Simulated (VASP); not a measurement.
Data:

```yaml
crystal:
  lattice:
    - [0.00000, 3.01591, 3.01591]
    - [3.01591, 0.00000, 3.01591]
    - [3.01591, 3.01591, 0.00000]
  atoms:
    - { symbol: Pb, position: [0.00000, 0.00000, 0.00000] }
    - { symbol: S, position: [0.50000, 0.50000, 0.50000] }
```

All values below come from r2SCAN meta-GGA, VASP's PBE PAW potentials (set 64) (plane waves; VASP). Settings: 520 eV cut-off, 8×8×8 Γ-centred mesh, Gaussian smearing of 0.050 eV, potentials Pb_d S.

Unless said otherwise, spin-orbit coupling is left out, though it shifts the bands of the heavy elements here.

Task: Estimate the energy per atom (σ→0), pressure, band gap (on the k-mesh) with the smallest direct gap where there is one.

Result: 
The band gap (on the k-mesh) is 0.80 eV. The smallest direct gap (on the k-mesh) comes out as 0.80 eV, the energy per atom (σ→0) comes out as -32.802 eV/atom and the pressure is -1.59 GPa.

Only differences to runs with the same potentials and settings are physical.

The compound is PbS in the rock salt structure. This cell is one point of a volume scan, at 1.03 of the reference volume.
